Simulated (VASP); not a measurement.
Consider the following.

```
Mo16Si
1.0
    6.30283     0.00000     0.00000
    3.15142     4.45678     0.00000
    0.00000     0.00000    20.69146
Mo Si
16 1
Direct
  0.75000   0.50000   0.33846
  0.25000   0.50000   0.33846
  0.75000   0.00000   0.33846
  0.25000   0.00000   0.33846
  0.00000   0.00000   0.44615
  0.50000   0.00000   0.44615
  0.00000   0.50000   0.44615
  0.50000   0.50000   0.44615
  0.75000   0.50000   0.55385
  0.25000   0.50000   0.55385
  0.75000   0.00000   0.55385
  0.25000   0.00000   0.55385
  0.00000   0.00000   0.66154
  0.50000   0.00000   0.66154
  0.00000   0.50000   0.66154
  0.50000   0.50000   0.66154
  0.18750   0.12500   0.73842
```

The numbers are results of PBE GGA, VASP's PBE PAW potentials (set 64) (plane waves; VASP), not measurements. Run with PREC = Normal, EDIFF = 1E-5, 400 eV cut-off, 5×6×1 Γ-centred mesh, first-order Methfessel-Paxton smearing of 0.10 eV, potentials Mo Si.

**Question.** The ions are relaxed. Which structure does the run end with?

**Answer.** 
```
Mo16Si
1.0
    6.30283     0.00000     0.00000
    3.15142     4.45678     0.00000
    0.00000     0.00000    20.69146
Mo Si
16 1
Direct
  0.74653   0.50696   0.34218
  0.24650   0.50696   0.34218
  0.74645   0.00710   0.34235
  0.24649   0.00702   0.34210
  0.99630   0.00707   0.44474
  0.49663   0.00707   0.44474
  0.99702   0.50596   0.44469
  0.49594   0.50813   0.44468
  0.74628   0.50732   0.55404
  0.24640   0.50732   0.55404
  0.74637   0.00726   0.55214
  0.24632   0.00736   0.55313
  0.98530   0.00750   0.65685
  0.50720   0.00750   0.65685
  0.00077   0.49846   0.65996
  0.49155   0.51691   0.66000
  0.24544   0.00912   0.74374
```

**Question.** How much energy does the relaxation gain?

**Answer.** The energy (σ→0) changes by -56.2 meV/atom, in 20 ionic steps.

| step | E(σ→0) (eV) | max force (eV/Å) | pressure (GPa) | volume (Å³) |
|---|---|---|---|---|
| 1 | -170.6471 | 4.113 | -2.32 | 581.23 |
| 2 | -171.2903 | 0.978 | -2.51 | 581.23 |
| 3 | -171.3275 | 0.722 | -2.62 | 581.23 |
| 4 | -171.4122 | 0.665 | -2.36 | 581.23 |
| 5 | -171.4463 | 0.614 | -2.01 | 581.23 |
| 6 | -171.4895 | 0.547 | -1.92 | 581.23 |
| 7 | -171.5274 | 0.427 | -1.68 | 581.23 |
| 8 | -171.5567 | 0.326 | -1.56 | 581.23 |
| 9 | -171.5778 | 0.279 | -1.33 | 581.23 |
| 10 | -171.5875 | 0.222 | -1.37 | 581.23 |
| 11 | -171.5909 | 0.165 | -1.40 | 581.23 |
| 12 | -171.5961 | 0.100 | -1.53 | 581.23 |
| 13 | -171.5973 | 0.081 | -1.64 | 581.23 |
| 14 | -171.5992 | 0.062 | -1.68 | 581.23 |
| 15 | -171.6002 | 0.082 | -1.72 | 581.23 |
| 16 | -171.6016 | 0.067 | -1.73 | 581.23 |
| 17 | -171.6021 | 0.060 | -1.74 | 581.23 |
| 18 | -171.6027 | 0.037 | -1.74 | 581.23 |
| 19 | -171.6028 | 0.031 | -1.74 | 581.23 |
| 20 | -171.6030 | 0.017 | -1.72 | 581.23 |

The cell is a thin slab with vacuum, built from Mo (bcc): (110) face, Si adsorbed.
